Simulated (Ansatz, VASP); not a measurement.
# Cross-check of LiZn13 (LiZn13 (Fm-3c)) between VASP and Ansatz

One calculation is typed for both programs; each brings its own data sets. How far apart do they land? The structure shown is the end of the Ansatz relaxation below.

Main program and level: Ansatz 0.2.0; plane waves, with VASP 6.6.1 beside it; single point at PBEsol.

## 1. Starting point

Symmetry: Fm-3c, No. 226, cubic system. The conventional cell has a = 11.975 Å, b = 11.975 Å, c = 11.975 Å, α = 90.00°, β = 90.00°, γ = 90.00°. Nearest to Li lie 24 Zn at 3.48 Å. Nearest to Zn lie 12 Zn at 2.60 Å. Zn has 9 Zn at 2.50 to 2.70 Å nearest. Farther neighbours are not listed.

## 2. Ansatz: relaxation, PBEsol

Ansatz runs on its PAW soft_1 files.

This run makes the geometry at which the two programs are then compared.

Contents of input.yaml:

```yaml
crystal:
  lattice:
    - [0.0, 6.0161603, 6.0161603]
    - [6.0161603, 0.0, 6.0161603]
    - [6.0161603, 6.0161603, 0.0]
  atoms:
    - { symbol: Li, position: [0.25, 0.25, 0.25] }
    - { symbol: Li, position: [0.75, 0.75, 0.75] }
    - { symbol: Zn, position: [0.5, 0.5, 0.5] }
    - { symbol: Zn, position: [0.0, 0.0, 0.0] }
    - { symbol: Zn, position: [0.93868966, 0.06131034, 0.30015274] }
    - { symbol: Zn, position: [0.30015274, 0.69984726, 0.93868966] }
    - { symbol: Zn, position: [0.06131034, 0.93868966, 0.69984726] }
    - { symbol: Zn, position: [0.69984726, 0.30015274, 0.06131034] }
    - { symbol: Zn, position: [0.43868966, 0.19984726, 0.80015274] }
    - { symbol: Zn, position: [0.80015274, 0.56131034, 0.43868966] }
    - { symbol: Zn, position: [0.19984726, 0.43868966, 0.56131034] }
    - { symbol: Zn, position: [0.56131034, 0.80015274, 0.19984726] }
    - { symbol: Zn, position: [0.30015274, 0.93868966, 0.06131034] }
    - { symbol: Zn, position: [0.93868966, 0.30015274, 0.69984726] }
    - { symbol: Zn, position: [0.69984726, 0.06131034, 0.93868966] }
    - { symbol: Zn, position: [0.06131034, 0.69984726, 0.30015274] }
    - { symbol: Zn, position: [0.80015274, 0.43868966, 0.19984726] }
    - { symbol: Zn, position: [0.43868966, 0.80015274, 0.56131034] }
    - { symbol: Zn, position: [0.56131034, 0.19984726, 0.43868966] }
    - { symbol: Zn, position: [0.19984726, 0.56131034, 0.80015274] }
    - { symbol: Zn, position: [0.06131034, 0.30015274, 0.93868966] }
    - { symbol: Zn, position: [0.69984726, 0.93868966, 0.30015274] }
    - { symbol: Zn, position: [0.93868966, 0.69984726, 0.06131034] }
    - { symbol: Zn, position: [0.30015274, 0.06131034, 0.69984726] }
    - { symbol: Zn, position: [0.19984726, 0.80015274, 0.43868966] }
    - { symbol: Zn, position: [0.56131034, 0.43868966, 0.80015274] }
    - { symbol: Zn, position: [0.43868966, 0.56131034, 0.19984726] }
    - { symbol: Zn, position: [0.80015274, 0.19984726, 0.56131034] }
basis:
  ecutwfc: 420
  xc_grid: 2
hamiltonian:
  xc: pbesol
  pseudopotentials: { kind: paw, azcp: { folder: soft_1 }, xc_functional: pbe }
kpoints:
  mp_grid: { grid: [6, 6, 6] }
scf:
  occupations: { method: fermi_dirac, width: 0.05 }
  max_iter: 150
output:
  forces: true
  stress: true
relax:
  f_tol: 0.01
  max_steps: 60
  cell: {}
checkpoint:
  write: "../pbesol.run"
  compress: false
  write_wavefunctions: false
  write_every: 100000
```

Command:

```bash
> ansatz run input.yaml --threads 4 --pin off --max-ram 7536MiB --backend cpu --events-out ev --progress --plain --runs-dir out
```

Numbers of over 12 decimals in the logs are rounded to 6 here.

The program printed:

```text
Engine: ansatz 0.2.0, aarch64-unknown-linux-gnu
Pseudopotentials: kind: paw
Pseudopotential: Li, paw, valence charge 3, recommended cutoff 420 eV (normal), soft_1/Li.paw.azcp
Pseudopotential: Zn, paw, valence charge 12, recommended cutoff 420 eV (normal), soft_1/Zn.paw.azcp
Functional definition: PBEsol
  exchange = pbesol_x
  correlation = pbesol_c
Crystal: 28 atoms, lattice volume = 435.500 Å³
Basis set: ecut = 420 eV, 8609 PW (Γ), exchange–correlation on 120×120×120 points (8 copies of the dense FFT grid, shifted against one another)
Bands: 191, of which v1, the nominal top of the filled ones, is band 159 counted from 1 (158 counted from 0)
Symmetry: 48 space group operations
Space group: Fm-3c (ITA 226), of the structure as read, at distance tolerance 7.6e-5 Å
k-points: 16 of 216
Non-local potential: Li, projectors of the file, l = 0: 3, l = 1: 2, l = 2: 1
Non-local potential: Zn, projectors of the file, l = 0: 2, l = 1: 2, l = 2: 3, l = 3: 1
PAW form: soft (Blöchl's): semilocal exchange-correlation on the pseudo side does not see the compensation charge
PAW frozen core: Zn, regenerated for the run's functional, and the local potential with it (the file was generated under x = pbe(κ = 0.804, μ = 0.219515), c = pbe(β = 0.066725))
PAW one-centre angular grid: Li, 110 points (default); XC on 64 Gauss nodes
PAW one-centre angular grid: Zn, 590 points (default); XC on 64 Gauss nodes
Initial density: superposition of atomic densities (chi_scale 0.1, normalization cell, long waves kept (reshape's long-wave potential 0.02 eV rms))
Initial wavefunctions: pseudopotential atomic-orbital guess
Functional: x = pbesol(κ = 0.804, μ = 0.123457), c = pbesol(β = 0.046)
SCF iter   1: F=—  HF=-85715.210817 eV  |F-HF|=—  |Δ(HF+E_count)|=         —  Δρ=6.75e-2  dr2=1.58e1  ethr=3.10e-3  ⟨swp⟩=6.1  Hψ=15327  notcnv=0  defer=164
preconditioner: auto → LDOS  [metal: Δε(μ)=0.089 eV  Ē_g=9.744 eV  σ=0.050 eV  W_gap=0.37  n_scr=136 (ndim 8)  ℏωp=31.5 eV  f_vac=0.013  D(μ)=2.56/eV (n_scr^D=8)  β→1.0]
SCF iter   2: F=—  HF=-85729.284299 eV  |F-HF|=—  |Δ(HF+E_count)|=    1.41e1  Δρ=1.37e-1  dr2=4.28e1  ethr=3.10e-3  ⟨swp⟩=3.2  Hψ=8880  notcnv=0  defer=343  recentre
preconditioner: auto → Resta (q_TF=auto, 2.589 Å⁻¹)  ε∞=7.5  [insulator: Δε(μ)=0.213 eV  Ē_g=12.384 eV  σ=0.050 eV  W_gap=0.76  n_scr=136 (ndim 8)  ℏωp=31.5 eV  f_vac=0.040  D(μ)=1.82/eV (n_scr^D=0)  ε∞_Penn≈7.5  β→0.5]
SCF iter   3: F=—  HF=-85710.910104 eV  |F-HF|=—  |Δ(HF+E_count)|=    1.84e1  Δρ=1.20e-2  dr2=3.27e-1  ethr=3.10e-3  ⟨swp⟩=3.0  Hψ=6363  notcnv=0  defer=334
SCF iter   4: F=—  HF=-85710.746591 eV  |F-HF|=—  |Δ(HF+E_count)|=   1.64e-1  Δρ=3.30e-3  dr2=3.53e-2  ethr=1.03e-4  ⟨swp⟩=2.7  Hψ=6115  notcnv=0  defer=340
SCF iter   5: F=—  HF=-85710.747746 eV  |F-HF|=—  |Δ(HF+E_count)|=   1.15e-3  Δρ=1.92e-3  dr2=8.67e-3  ethr=1.11e-5  ⟨swp⟩=2.0  Hψ=5393  notcnv=0  defer=340
SCF iter   6: F=—  HF=-85710.745314 eV  |F-HF|=—  |Δ(HF+E_count)|=   2.43e-3  Δρ=9.69e-4  dr2=2.28e-3  ethr=2.73e-6  ⟨swp⟩=2.0  Hψ=5100  notcnv=0  defer=340
SCF iter   7: F=—  HF=-85710.744802 eV  |F-HF|=—  |Δ(HF+E_count)|=   5.12e-4  Δρ=1.81e-4  dr2=8.68e-5  ethr=7.18e-7  ⟨swp⟩=2.0  Hψ=5192  notcnv=0  defer=340
SCF iter   8: F=—  HF=-85710.744986 eV  |F-HF|=—  |Δ(HF+E_count)|=   1.83e-4  Δρ=8.15e-5  dr2=1.67e-5  ethr=2.73e-8  ⟨swp⟩=2.0  Hψ=5109  notcnv=0  defer=340
SCF iter   9: F=—  HF=-85710.744982 eV  |F-HF|=—  |Δ(HF+E_count)|=   3.70e-6  Δρ=9.46e-6  dr2=6.63e-7  ethr=5.25e-9  ⟨swp⟩=2.0  Hψ=4951  notcnv=0  defer=340
SCF iter  10: F=-85710.744982 eV  HF=-85710.744982 eV  |F-HF|=4.41e-8  |Δ(HF+E_count)|=   1.35e-7  Δρ=4.81e-6  dr2=8.50e-8  ethr=3.14e-11  ⟨swp⟩=5.0  Hψ=10916  notcnv=0
SCF 1 converged in 10 iterations: F = -85710.744982 eV  dr2 = 8.50e-8
  greatest PAW one-centre occupation: 0.999 electrons in one spin orbital (limit 2), on the Li atom at site 1 (counted from 0), in its partial waves of l = 0
relax step   1: F+E_penalty+E_count = -85710.74498182 eV  Δ(F+E_penalty+E_count) = +0.000e0 eV  max|allowed force component| = 9.608e-3 eV/Å  Δτ_max = 0.0000 Å  P = -1.101 GPa  Ω = 435.500 Å³  (10 SCF iters, dr2 threshold 1.00e-7 eV, accepted)
[...]
relax step   3: F+E_penalty+E_count = -85710.77053158 eV  Δ(F+E_penalty+E_count) = -4.393e-3 eV  max|allowed force component| = 1.644e-3 eV/Å  Δτ_max = 0.0013 Å  P = +0.014 GPa  Ω = 429.278 Å³  energy of the carried Pulay correction = +3.808e-3 eV  (6 SCF iters, dr2 threshold 4.09e-7 eV, accepted)
[...]
relax step   4: F+E_penalty+E_count = -85710.76653755 eV  Δ(F+E_penalty+E_count) = +3.994e-3 eV  max|allowed force component| = 1.685e-3 eV/Å  Δτ_max = 0.0000 Å  P = +0.017 GPa  Ω = 429.278 Å³  stress off target by 1.71e-2 GPa  SCF on the basis re-selected at this cell (its energy is not comparable with the rows above)  (6 SCF iters)
basis re-selected at this cell: Δ(F+E_penalty+E_count) = +3.994e-3 eV, ΔP = +0.003 GPa vs the last step (what re-selecting the basis moved, of the pressure what is left beyond the Pulay correction that the steps carried, after the strain that the cell walked since its last selection, with what the two solves' SCF thresholds leave and, on support functions, any second-order correction that the steps lacked; it is no m [...]
SCF converged after 6 iterations
Free energy (F): -85710.766538 eV
Harris-Foulkes:  -85710.766538 eV  (|F-HF|=1.16e-10)
Internal energy: -85710.741427 eV  (E = F + TS)
E sigma→0 (E₀):  -85710.753982 eV
Entropy (-TS):   -0.025111 eV (-0.897 meV/atom)
Fermi energy:    9.935675 eV
--- Per-component energies (eV) ---
  E_band       = 789.473979
  E_kinetic    = 3896.440422
  E_local      = -52288.922624  (includes V_loc(G=0)·N_el)
  E_nonlocal   = 21204.012525
  E_hartree    = 20104.216727
  E_xc         = -2060.519199
  E_vxc        = -1386.010353  (∫ρ·V_xc dr)
  E_paw        = -48342.634263  (= ΣΔE_a)
  E_vpaw       = -10844.474530  (= ΣTr[D̂ρ^β])
  E_aug_tail   = -0.006149  (compensation charges beyond the density's cutoff)
  E_ewald      = -28244.060117
  E_core_change = 20.731252  (= ΣΔE_core)
  E_smearing   = -0.025111  (= −TS)
  E_closure    = 0.000000  (closes the sum)
  Σ components = -85710.766538   (vs F -85710.766538, Δ=0.00e0)
--- Forces (eV/Å), atoms counted from 1 ---
  atom   1  Li    -0.00000000     0.00000000     0.00000000
  atom   2  Li     0.00000000    -0.00000000    -0.00000000
  atom   3  Zn     0.00000000     0.00000000    -0.00000000
  atom   4  Zn     0.00000000     0.00000000    -0.00000000
  atom   5  Zn     0.00079510     0.00168546     0.00000000
  atom   6  Zn    -0.00079510     0.00168546    -0.00000000
  atom   7  Zn    -0.00079510    -0.00168546    -0.00000000
  atom   8  Zn     0.00079510    -0.00168546     0.00000000
  atom   9  Zn     0.00000000     0.00168546    -0.00079510
  atom  10  Zn    -0.00000000     0.00168546     0.00079510
  atom  11  Zn     0.00000000    -0.00168546    -0.00079510
  atom  12  Zn    -0.00000000    -0.00168546     0.00079510
  atom  13  Zn     0.00000000     0.00079510     0.00168546
  atom  14  Zn     0.00000000    -0.00079510     0.00168546
  atom  15  Zn    -0.00000000    -0.00079510    -0.00168546
  atom  16  Zn    -0.00000000     0.00079510    -0.00168546
  atom  17  Zn    -0.00079510    -0.00000000     0.00168546
  atom  18  Zn     0.00079510     0.00000000     0.00168546
  atom  19  Zn    -0.00079510    -0.00000000    -0.00168546
  atom  20  Zn     0.00079510    -0.00000000    -0.00168546
  atom  21  Zn     0.00168546     0.00000000     0.00079510
  atom  22  Zn     0.00168546    -0.00000000    -0.00079510
  atom  23  Zn    -0.00168546    -0.00000000    -0.00079510
  atom  24  Zn    -0.00168546     0.00000000     0.00079510
  atom  25  Zn     0.00168546    -0.00079510    -0.00000000
  atom  26  Zn     0.00168546     0.00079510     0.00000000
  atom  27  Zn    -0.00168546    -0.00079510    -0.00000000
  atom  28  Zn    -0.00168546     0.00079510     0.00000000
  max |Σ_I F_I| component: 2.88e-17 eV/Å
--- Stress (GPa, compression-positive) ---
        0.017060       0.000000       0.000000
        0.000000       0.017060       0.000000
        0.000000       0.000000       0.017060
  P = ⅓ Tr σ = 0.0171 GPa (0.171 kbar)
--- Relaxed structure (3 steps of the walk, 3 accepted, 1 SCFs on fresh bases) ---
  F+E_penalty+E_count = -85710.76653755 eV   max|allowed force component| = 1.685e-3 eV/Å   (the final SCF, on the basis selected at the relaxed cell)
  cell:  # Å, volume = 429.2778 Å³
    - [0, 5.987371, 5.987371]
    - [5.987371, 0, 5.987371]
    - [5.987371, 5.987371, 0]
  atoms:
    - { symbol: Li, position: [0.25, 0.25, 0.25] }
    - { symbol: Li, position: [0.75, 0.75, 0.75] }
    - { symbol: Zn, position: [0.5, 0.5, 0.5] }
    - { symbol: Zn, position: [0, 0, 0] }
    - { symbol: Zn, position: [0.938894, 0.061106, 0.300321] }
    - { symbol: Zn, position: [0.300321, 0.699679, 0.938894] }
    - { symbol: Zn, position: [0.061106, 0.938894, 0.699679] }
    - { symbol: Zn, position: [0.699679, 0.300321, 0.061106] }
    - { symbol: Zn, position: [0.438894, 0.199679, 0.800321] }
    - { symbol: Zn, position: [0.800321, 0.561106, 0.438894] }
    - { symbol: Zn, position: [0.199679, 0.438894, 0.561106] }
    - { symbol: Zn, position: [0.561106, 0.800321, 0.199679] }
    - { symbol: Zn, position: [0.300321, 0.938894, 0.061106] }
    - { symbol: Zn, position: [0.938894, 0.300321, 0.699679] }
    - { symbol: Zn, position: [0.699679, 0.061106, 0.938894] }
    - { symbol: Zn, position: [0.061106, 0.699679, 0.300321] }
    - { symbol: Zn, position: [0.800321, 0.438894, 0.199679] }
    - { symbol: Zn, position: [0.438894, 0.800321, 0.561106] }
    - { symbol: Zn, position: [0.561106, 0.199679, 0.438894] }
    - { symbol: Zn, position: [0.199679, 0.561106, 0.800321] }
    - { symbol: Zn, position: [0.061106, 0.300321, 0.938894] }
    - { symbol: Zn, position: [0.699679, 0.938894, 0.300321] }
    - { symbol: Zn, position: [0.938894, 0.699679, 0.061106] }
    - { symbol: Zn, position: [0.300321, 0.061106, 0.699679] }
    - { symbol: Zn, position: [0.199679, 0.800321, 0.438894] }
    - { symbol: Zn, position: [0.561106, 0.438894, 0.800321] }
    - { symbol: Zn, position: [0.438894, 0.561106, 0.199679] }
    - { symbol: Zn, position: [0.800321, 0.199679, 0.561106] }
```

(Continued in part 2 of 2.)

[Lines on the potential files, build, host, timing and source positions are cut from VASP's logs without a mark.]

[Logs are printed without paths, hosts, clocks, repeated set-up lines and the standing remarks that a program may print on its own settings, such as how far it seeks lower states.]

[Hosts, paths, dates, database ids (printed as entryN), source tags and the programs' standing remarks are cut or masked in the printed files.]
